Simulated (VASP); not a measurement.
# Ca3SiSe: single point with PBE

The system is Ca3SiSe.

```
CELL_PARAMETERS angstrom
5.40312 0.00000 0.00000
0.00000 5.40312 0.00000
0.00000 0.00000 5.40312
ATOMIC_POSITIONS crystal
Si 0.00000 0.00000 0.00000
Se 0.50000 0.50000 0.50000
Ca 0.50000 0.50000 0.00000
Ca 0.50000 0.00000 0.50000
Ca 0.00000 0.50000 0.50000
```

The cell comes from a database or a generator and needn't be the stable form of this composition.

```yaml
Program: VASP 6.6.1
Task: single point
Functional: PBE
Potentials_or_basis: VASP PAW PBE potentials, release 64 (Si, Se, Ca_sv)
Cutoff: 520 eV
k_mesh: 4 × 4 × 4
Occupations: gaussian, width 0.05 eV
Spin: no spin polarisation
Dipole_correction: no
Further_INCAR_settings: ALGO = Fast; EDIFF = 1e-06; NBANDS = 28
```

The pressure is 0.1 GPa and the band gap on the k mesh is 0.06 eV, direct.

Levels at points of the mesh, in eV from the valence-band top:
| k point | band 17 | band 18 | band 19 | band 20 | band 21 | band 22 | band 23 | band 24 |
| --- | --- | --- | --- | --- | --- | --- | --- | --- |
| (0.00, 0.00, 0.00) | -4.25 | 0.00 | 0.00 | 0.00 | 0.06 | 0.10 | 0.10 | 0.10 |
| (0.50, 0.00, 0.00) | -4.36 | -2.35 | -0.79 | -0.79 | 0.34 | 0.99 | 1.07 | 1.90 |
| (0.50, 0.50, 0.00) | -4.49 | -1.52 | -1.52 | -0.62 | 0.86 | 0.86 | 0.98 | 1.55 |
| (0.50, 0.50, 0.50) | -5.61 | -1.40 | -1.40 | -1.40 | 1.02 | 1.02 | 1.02 | 2.01 |

It took 70 s on 1 thread of Intel(R) Xeon(R) Platinum 8259CL CPU @ 2.50GHz (Skylake/Cascade Lake), on a shared host, peak memory 0.26 GiB.

A k mesh can miss the band edges. As with any semilocal functional, this PBE gap is likely too small.
